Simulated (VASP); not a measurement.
Given:

```
CELL_PARAMETERS angstrom
      7.92046     0.00000     0.00000
     -3.96023     6.85932     0.00000
      0.00000     0.00000     5.74078
ATOMIC_POSITIONS crystal
  Si 0.08184 0.56959 0.19640
  Si 0.43041 0.51225 0.19640
  Si 0.48775 0.91816 0.19640
  Si 0.56959 0.08184 0.69640
  Si 0.51225 0.43041 0.69640
  Si 0.91816 0.48775 0.69640
  Si 0.91377 0.16719 0.98848
  Si 0.83281 0.74658 0.98848
  Si 0.25342 0.08623 0.98848
  Si 0.16719 0.91377 0.48848
  Si 0.74658 0.83281 0.48848
  Si 0.08623 0.25342 0.48848
  N  0.34445 0.39000 0.46907
  N  0.61000 0.95445 0.46907
  N  0.04555 0.65555 0.46907
  N  0.39000 0.34445 0.96907
  N  0.95445 0.61000 0.96907
  N  0.65555 0.04555 0.96907
  N  0.00000 0.00000 0.98901
  N  0.00000 0.00000 0.48901
  N  0.99638 0.31473 0.73485
  N  0.68527 0.68165 0.73485
  N  0.31835 0.00362 0.73485
  N  0.31473 0.99638 0.23485
  N  0.68165 0.68527 0.23485
  N  0.00362 0.31835 0.23485
  N  0.66667 0.33333 0.64075
  N  0.33333 0.66667 0.14075
```

Level of theory: LDA (Ceperley-Alder, Perdew-Zunger), VASP's LDA PAW potentials (set 64) (plane waves; VASP). Numerical set-up: LREAL = Auto, 400 eV cut-off, 4×4×5 Γ-centred mesh, Gaussian smearing of 0.010 eV, potentials Si N.

At this cut-off the stress carries a Pulay error, which pulls relaxed volumes low.

What does the run give for the energy per atom (σ→0), pressure, largest force, band gap (on the k-mesh) with the smallest direct gap where there is one?

| Quantity | Value |
|---|---|
| band gap (on the k-mesh) | 4.34 eV |
| smallest direct gap (on the k-mesh) | 4.39 eV |
| energy per atom (σ→0) | -8.992 eV/atom |
| pressure | -204.8 kbar |
| largest force | 0.511 eV/Å |

Total energies compare only between runs with the same potentials, cut-off and functional.

The structure comes from a computed database's Si3N4 entry, a phase known from measurement. The cell was not relaxed at this level.
